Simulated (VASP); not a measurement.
An input for Ansatz (written as the equivalent of a VASP run, and not itself run):

Ansatz 0.2 input:
```yaml
crystal:
  lattice:
    - [0.0000000, 3.0629697, 3.0629697]
    - [3.0629697, 0.0000000, 3.0629697]
    - [3.0629697, 3.0629697, 0.0000000]
  atoms:
    - { symbol: Cd, position: [0.0000000, 0.0000000, 0.0000000] }
    - { symbol: Se, position: [0.2500000, 0.2500000, 0.2500000] }
kpoints:
  mp_grid: { grid: [8, 8, 8] }
hamiltonian:
  xc: r2scan
  pseudopotentials: { kind: paw }
scf:
  occupations: { method: gaussian, width: 0.05 }
  max_iter: 100
output: { forces: true, stress: true, eigenvalues: true }
```

### Question
Translate this input to VASP (INCAR, KPOINTS, POSCAR, choice of POTCAR).

### Answer
This is not unique; one that fits is 
### KPOINTS
```
Regular mesh
0
gamma
8 8 8
```

### INCAR
```
LREAL = .FALSE.
LCHARG = .FALSE.
ENCUT = 480   # plane-wave cut-off (eV)
ISIF = 2
LWAVE = .FALSE.
EDIFF = 1E-7   # SCF stop (eV)
ISMEAR = 0   # Gaussian
LMAXMIX = 4   # l cut-off of mixed one-centre charges
NELM = 100
LMIXTAU = .TRUE.
METAGGA = R2SCAN
SYSTEM = CdSe
SIGMA = 0.05
ALGO = Normal   # blocked Davidson
LASPH = .TRUE.   # aspherical one-centre terms
PREC = Accurate
```

**POSCAR**
```
CdSe
1
    0.0000000000     3.0629697318     3.0629697318
    3.0629697318     0.0000000000     3.0629697318
    3.0629697318     3.0629697318     0.0000000000
Cd Se
1 1
Direct
  0.0000000000   0.0000000000   0.0000000000
  0.2500000000   0.2500000000   0.2500000000
```

POTCAR, in this order: Cd Se (PBE.64 set). Program: vasp_std.

What does not carry over: each code has its own PAW files, so the cut-off isn't converted (ENCUT is set for VASP's; basis.ecutwfc is left out, and Ansatz then takes the one that its files recommend); Ansatz stops its SCF on the density residual and VASP on the energy change (EDIFF).

The compound is CdSe in the zinc blende structure, whereas wurtzite is the usual form. It was relaxed first.
